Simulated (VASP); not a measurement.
Output of a VASP run:

OUTCAR:
```
 ion  position               nearest neighbor table
   1  0.000  0.000  0.000-
  LATTYP: Found a face centered cubic cell.
 ALAT       =     3.5645639324
 Subroutine PRICEL returns:
 Original cell was already a primitive cell.
 Subroutine GETGRP returns: Found 48 space group operations
The static configuration has the point symmetry O_h .
The dynamic configuration has the point symmetry O_h .
 Subroutine INISYM returns: Found 48 space group operations
 Subroutine IBZKPT returns following result:
 Found    165 irreducible k-points:

 Following reciprocal coordinates:
            Coordinates               Weight
  0.000000  0.000000  0.000000      1.000000
  0.058824  0.000000  0.000000      8.000000
  0.117647  0.000000  0.000000      8.000000
  0.176471  0.000000  0.000000      8.000000
  0.235294  0.000000  0.000000      8.000000
  0.294118  0.000000  0.000000      8.000000
  0.352941  0.000000  0.000000      8.000000
  0.411765  0.000000  0.000000      8.000000
  0.470588  0.000000  0.000000      8.000000
  0.058824  0.058824  0.000000      6.000000
  0.117647  0.058824  0.000000     24.000000
  0.176471  0.058824  0.000000     24.000000
  0.235294  0.058824  0.000000     24.000000
  0.294118  0.058824  0.000000     24.000000
  0.352941  0.058824  0.000000     24.000000
  0.411765  0.058824  0.000000     24.000000
  0.470588  0.058824  0.000000     24.000000
 -0.470588  0.058824  0.000000     24.000000
 -0.411765  0.058824  0.000000     24.000000
 -0.352941  0.058824  0.000000     24.000000
 -0.294118  0.058824  0.000000     24.000000
 -0.235294  0.058824  0.000000     24.000000
 -0.176471  0.058824  0.000000     24.000000
 -0.117647  0.058824  0.000000     24.000000
 -0.058824  0.058824  0.000000     12.000000
  0.117647  0.117647  0.000000      6.000000
  0.176471  0.117647  0.000000     24.000000
  0.235294  0.117647  0.000000     24.000000
  0.294118  0.117647  0.000000     24.000000
  0.352941  0.117647  0.000000     24.000000
  0.411765  0.117647  0.000000     24.000000
  0.470588  0.117647  0.000000     24.000000
 -0.470588  0.117647  0.000000     24.000000
 -0.411765  0.117647  0.000000     24.000000
 -0.352941  0.117647  0.000000     24.000000
 -0.294118  0.117647  0.000000     24.000000
 -0.235294  0.117647  0.000000     24.000000
 -0.176471  0.117647  0.000000     24.000000
 -0.117647  0.117647  0.000000     12.000000
  0.176471  0.176471  0.000000      6.000000
   k-points           NKPTS =    165   k-points in BZ     NKDIM =    165   number of bands    NBANDS=      9
   number of dos      NEDOS =    301   number of ions     NIONS =      1
   total plane-waves  NPLWV =   8000
   dimension x,y,z NGX =    20 NGY =   20 NGZ =   20
   dimension x,y,z NGXF=    40 NGYF=   40 NGZF=   40
   ions per type =               1
   PREC   = accura    normal or accurate (medium, high low for compatibility)
   ISTART =      0    job   : 0-new  1-cont  2-samecut
   ICHARG =      2    charge: 1-file 2-atom 10-const
   ISPIN  =      1    spin polarized calculation?
   LNONCOLLINEAR =      F non collinear calculations
   LSORBIT =      F    spin-orbit coupling
   INIWAV =      1    electr: 0-lowe 1-rand  2-diag
   ENCUT  =  520.0 eV  38.22 Ry    6.18 a.u.   4.69  4.69  4.69*2*pi/ulx,y,z
   NELM   =    100;   NELMIN=  2; NELMDL= -5     # of ELM steps
   EDIFF  = 0.1E-06   stopping-criterion for ELM
   LREAL  =      F    real-space projection
   NLSPLINE    = F    spline interpolate recip. space projectors
   LMAXMIX     =    4 max onsite mixed and CHGCAR
   VOSKOWN=      0    Vosko Wilk Nusair interpolation
   EDIFFG = 0.1E-05   stopping-criterion for IOM
   NSW    =      0    number of steps for IOM
   NBLOCK =      1;   KBLOCK =      1    inner block; outer block
   IBRION =     -1    ionic relax: 0-MD 1-quasi-New 2-CG
   NFREE  =      0    steps in history (QN), initial steepest desc. (CG)
...
```

**OSZICAR**
```
       N       E                     dE             d eps       ncg     rms          rms(c)
DAV:   1     0.383875199778E+02    0.38388E+02   -0.57260E+03  3075   0.208E+03
DAV:   2    -0.140188987891E+01   -0.39789E+02   -0.37880E+02  2981   0.198E+02
DAV:   3    -0.183325259711E+01   -0.43136E+00   -0.43038E+00  3551   0.297E+01
DAV:   4    -0.183614738467E+01   -0.28948E-02   -0.28945E-02  3541   0.218E+00
DAV:   5    -0.183618072152E+01   -0.33337E-04   -0.33337E-04  3640   0.191E-01    0.770E+00
DAV:   6    -0.126254490576E+01    0.57364E+00   -0.16105E+01  3123   0.950E+01    0.363E+00
DAV:   7    -0.935364779404E+00    0.32718E+00   -0.24132E+00  3178   0.365E+01    0.628E-01
DAV:   8    -0.922149931979E+00    0.13215E-01   -0.53451E-03  4042   0.100E+00    0.248E-01
DAV:   9    -0.921040923177E+00    0.11090E-02   -0.71475E-03  3343   0.184E+00    0.260E-02
DAV:  10    -0.921048792274E+00   -0.78691E-05   -0.25531E-05  4247   0.907E-02    0.104E-02
DAV:  11    -0.921047757697E+00    0.10346E-05   -0.29954E-06  3306   0.375E-02    0.448E-04
DAV:  12    -0.921047932407E+00   -0.17471E-06   -0.17692E-08  2148   0.181E-03    0.179E-04
DAV:  13    -0.921047941098E+00   -0.86909E-08   -0.61197E-09  1624   0.978E-04
   1 F= -.92104794E+00 E0= -.92108605E+00  d E =0.114318E-03
```

### OUTCAR
```
------------------------ aborting loop because EDIFF is reached ----------------------------------------
  FORCE on cell =-STRESS in cart. coord.  units (eV):
  Direction    XX          YY          ZZ          XY          YZ          ZX
  --------------------------------------------------------------------------------------
  Total        0.3295952      0.3295952      0.3295952      0.0000000      0.0000000      0.0000000
  in kB       46.6371802     46.6371802     46.6371802      0.0000000      0.0000000      0.0000000
  external PRESSURE =      46.6371802 kB  Pullay stress =       0.0000000 kB
  volume of cell :       11.32
      direct lattice vectors                 reciprocal lattice vectors
     0.000000000  1.782281966  1.782281966    -0.280539224  0.280539224  0.280539224
     1.782281966  0.000000000  1.782281966     0.280539224 -0.280539224  0.280539224
     1.782281966  1.782281966  0.000000000     0.280539224  0.280539224 -0.280539224
 POSITION                                       TOTAL-FORCE (eV/Angst)
 -----------------------------------------------------------------------------------
      0.00000      0.00000      0.00000         0.000000      0.000000      0.000000
 -----------------------------------------------------------------------------------
    total drift:                               -0.000000     -0.000000     -0.000000
  FREE ENERGIE OF THE ION-ELECTRON SYSTEM (eV)
  ---------------------------------------------------
  free  energy   TOTEN  =        -0.9210479411 eV

  energy  without entropy=       -0.9211622589  energy(sigma->0) =       -0.92108605
```
(Selected blocks of OUTCAR.)

### POSCAR
```
Cu
1
    0.0000000000     1.7822819662     1.7822819662
    1.7822819662     0.0000000000     1.7822819662
    1.7822819662     1.7822819662     0.0000000000
Cu
1
Direct
  0.0000000000   0.0000000000   0.0000000000
```

**Question.** Reconstruct the remaining input files.

**Answer.** This is not unique; one that fits is the input of the run itself, optB86b-vdW, plane waves, VASP's PBE PAW potentials (set 64).

KPOINTS:
```
Automatic mesh
0
Gamma
17 17 17
0 0 0
```

**INCAR**
```
SYSTEM = Cu
PREC = Accurate
ENCUT = 520
EDIFF = 1E-7
NELM = 100
ALGO = Normal
LREAL = .FALSE.
LASPH = .TRUE.
ISMEAR = 1
SIGMA = 0.1
GGA = MK
PARAM1 = 0.1234
PARAM2 = 1.0
LUSE_VDW = .TRUE.
AGGAC = 0.0
LMAXMIX = 4
LWAVE = .FALSE.
LCHARG = .FALSE.
ISIF = 2
```

POTCAR, in this order: Cu (PBE.64 set). Program: vasp_std.

The compound is Cu in the fcc structure. This cell is one point of a volume scan, at 0.97 of the reference volume.
